**Why does aluminium resist squeezing more than stretching?**

Take a crystal of aluminium and change its volume without changing its shape. Squeezed, it pushes outwards; stretched, it pulls inwards. The table follows this with density-functional theory for atoms at rest. "Volume" is the space per atom, V, and "shortest distance" is the distance between neighbouring atoms, d. A positive "pressure", P, means that the crystal pushes, a negative one that it pulls.

VASP 6.6.1 calculations for face-centred cubic aluminium (one-atom cell) at fixed volumes, with the PBE functional, the recommended PBE PAW potential and no spin polarisation. The plane-wave cutoff is 520 eV, the k-point mesh 18 × 18 × 18 and the Gaussian smearing width 1 eV; pressure is positive in compression.

```tsv
volume (Å³/atom)	shortest distance (Å)	pressure (GPa)
15.142	2.777	8.820
15.641	2.807	5.380
16.140	2.837	2.460
16.639	2.866	0.000
17.138	2.894	-2.070
17.637	2.922	-3.810
18.137	2.949	-5.260
```

The first and last rows lie 9 % below and above the volume of zero pressure, V₀ = 16.64 Å³. The push in the first is 8.8 GPa, the pull in the last only 5.3 GPa. The three parts below ask where this imbalance comes from.

**(a) Suppose that neighbouring atoms are joined by springs whose stiffness never changes. Could geometry alone make the response uneven?**

*Solution.* Geometry does make it somewhat uneven. The force of a spring grows in proportion to its stretch, but pressure is force per area, and the area grows as the crystal expands. The same force is therefore spread more thinly on the stretched side. Equal steps of volume also change the distance less and less: by 0.089 Å from the first row to the middle one, but by only 0.083 Å from there to the last. With x = d/d₀, where d₀ is the distance at zero pressure, the force goes as x − 1 and the area as x², so that

P = C (1 − x)/x²,

with a single constant C for the strength of the springs.

A fair test needs a measure of unevenness that doesn't depend on C. Draw a straight line from the first to the last pressure. At the middle volume it passes through (8.82 − 5.26)/2 = 1.78 GPa, whereas the computed pressure there is zero. Divided by half the distance between the end pressures, 7.04 GPa, this gives a bend of 25 %.

Springs give a bend of 9 %, whatever their strength. Geometry thus accounts for about a third of what is seen. With C fitted to all seven rows, the most stretched crystal should pull with 6.4 GPa instead of 5.3 GPa. Springs that soften when stretched would do better, but the softening is the very thing to be explained.

One setting of the calculation needs a check here. The occupation of the electron levels was smeared over a broad energy range, a numerical device that adds about 0.7 GPa to the pressure. The addition is almost the same at every volume, so it moves the middle and the ends together and leaves the bend as it is. It does move the volume of zero pressure, which would lie about 0.16 Å³ lower without it.

**(b) Now replace the springs by a gas of three free electrons per atom, held together by the attraction of the ions. How stiff is this metal, and how much does its response bend?**

*Solution.* Two limits show the difference from springs. Press a spring to zero length and it has stored a finite energy; press an electron gas towards zero volume and its energy rises without bound, because confined electrons must move faster. Stretch a spring and its energy grows for ever; thin out the electron gas and both its motion and its attraction fade away. The gas is harder than springs on one side and softer on the other, which is the kind of imbalance that the table shows.

The powers follow from the size L of the cell. An electron's wavelength shrinks with L, so its kinetic energy goes as 1/L², while electrostatic attraction goes as 1/L. Since V goes as L³, the corresponding pressures go as V^(−5/3) and V^(−4/3). They must cancel at V₀, which leaves

P = P_k [(V₀/V)^(5/3) − (V₀/V)^(4/3)],

where P_k is the kinetic pressure of the gas at V₀.

This pressure can be worked out from the electron density alone:

- density: n = 3/16.64 Å³ = 0.180 electrons per Å³
- highest kinetic energy: E_F = 3.81 eV Å² × (3π²n)^(2/3) ≈ 11.6 eV
- kinetic pressure: P_k = (2/5) n E_F ≈ 0.84 eV/Å³ ≈ 135 GPa

The stiffness is measured by the bulk modulus, the pressure needed per fractional change of volume. Near V₀ the formula gives (5/3 − 4/3) P_k = P_k/3, or 45 GPa.

The computed pressures give about 75 GPa, so the model metal is 40 % too soft. That is still a fair result for a small difference between two large pressures. Nothing was fitted to the stiffness, but the strength of the attraction was not worked out either: it was set so that the pressure vanishes at V₀. Bare point ions would be expected to pull harder than that. The bend comes out at 18 %, twice that of the springs but short of the 25 % in the table.

The kinetic half of the picture has some support from the same calculation. In the two rows for which the electron levels are available, at 15.64 and 17.64 Å³, the energy range filled by the valence electrons shrinks on expansion to 0.928 of its value. Free electrons would give 0.923. This backs the way in which the kinetic energy depends on volume; it does not test the attraction.

**(c) The ions are not points: their inner electrons keep the valence electrons out of the core. Does this repair the model?**

*Solution.* It can repair the stiffness. Valence electrons kept out of the cores miss the strongest attraction there. The cost grows with the share of the cell that the cores take up, so it goes as 1/V, and its pressure as 1/V². This is a steeper repulsion than that of the kinetic energy. More attraction is then needed to keep the pressure at V₀ zero, and the added pressure is

P_c [(V₀/V)² − (V₀/V)^(4/3)].

The strength P_c was fitted to what the electron gas leaves over in all seven rows. The bulk modulus near V₀ becomes 77 GPa, close to the computed 75 GPa. As these rows were part of the fit, the agreement shows that such a term can supply the missing stiffness, not that the cores do supply it. The fitted strength also takes up whatever else the simple gas leaves out: a core term large enough to balance the full pull of point ions would be expected to make the metal too stiff.

The bend is the harder test, and it hardly moves: 18 % again. The reason can be seen by writing each model as a difference of two powers of 1/L, with exponents p and q. For a small fractional volume change v to either side, expanding the difference to second order gives

bend ≈ v [1/2 + (p + q)/6].

The strength has dropped out; only the sum of the exponents matters. Here v = 0.09:

- springs: exponents 2 and 1, sum 3, bend 9 %
- electron gas: exponents 5 and 4, sum 9, bend 18 %
- core term alone: exponents 6 and 4, sum 10, bend about 20 %

A mixture of the last two must lie between 18 and 20 %, however strong the core term is made. The computed 25 % would need a sum near 14.

The failure shows at both ends of the series. The bulk modulus computed between neighbouring rows falls from 106 GPa at the smallest volumes to 52 GPa at the largest, whereas the model with cores goes only from 98 to 61 GPa. It therefore pulls about 10 % too hard in the most stretched crystal. The output below lists both fits row by row.

The numbers thus rule out springs of fixed stiffness and favour a contest between a repulsion and an attraction that both change steeply with volume, the repulsion more so. Squeezing makes both terms grow ever faster, the repulsion most of all, so each further step of volume takes more pressure than the last: the metal stiffens. Stretching lets both terms level off, so each further step adds less pull: the metal softens. The same reasoning gives a first guess for another simple metal: count its free electrons per volume, find P_k, and expect a stiffness of that order which falls on expansion.

What supplies the rest of the bend remains open. A plausible candidate is the way in which the electrons gather around the ions instead of staying evenly spread, an energy that also changes with volume. The calculation includes this effect but does not give its share of the pressure, so the table can't confirm it.

Printed output of the fit:

```
fit of pressure on 7 rows: coefficient of shspring 234 +/- 14; rms 0.676, worst 18.137 -1.18, leave-one-out rms 0.968
fit of pressure - gas on 7 rows: coefficient of shcore 48 +/- 2.8; rms 0.282, worst 18.137 -0.525, leave-one-out rms 0.407
Pressures and bulk modulus of the step from the row before, GPa:
     row  computed  springs     gas  gas_core  modulus  modulus_gas_core
  15.142      8.82    7.707   4.868     8.399      n/a               n/a
  15.641      5.38    4.975   3.042     5.237    106.1             97.53
   16.14      2.46    2.411   1.429     2.454    92.98             88.61
  16.639         0        0       0         0    80.79             80.59
  17.138     -2.07   -2.271  -1.267    -2.167    70.05             73.35
  17.637     -3.81   -4.412  -2.393    -4.084    60.63             66.79
  18.137     -5.26   -6.439  -3.395    -5.785    51.87             60.85
Volume change of the most compressed row, %: -8.997
Push at smallest volume over pull at largest: 1.677
Bend, computed, %: 25.28
Bend, springs, %: 8.964
Bend, electron gas, %: 17.82
Bend, electron gas with core term, %: 18.43
Bulk modulus near zero pressure, computed, GPa: 75.42
Bulk modulus near zero pressure, electron gas, GPa: 44.9
Bulk modulus near zero pressure, gas with core term, GPa: 76.97
Free-electron kinetic pressure at zero total pressure, GPa: 134.5
Occupied width at 15.6 cubic angstrom, eV: 11.5
Occupied width at 17.6 cubic angstrom, eV: 10.67
Width ratio, stretched over compressed: 0.928
Same ratio for free electrons: 0.9231
Pressure added by smearing, mean, GPa: 0.7034
Spread of that pressure over the series, GPa: 0.02514
Shift of the zero-pressure volume by smearing, cubic angstrom: 0.1552
```
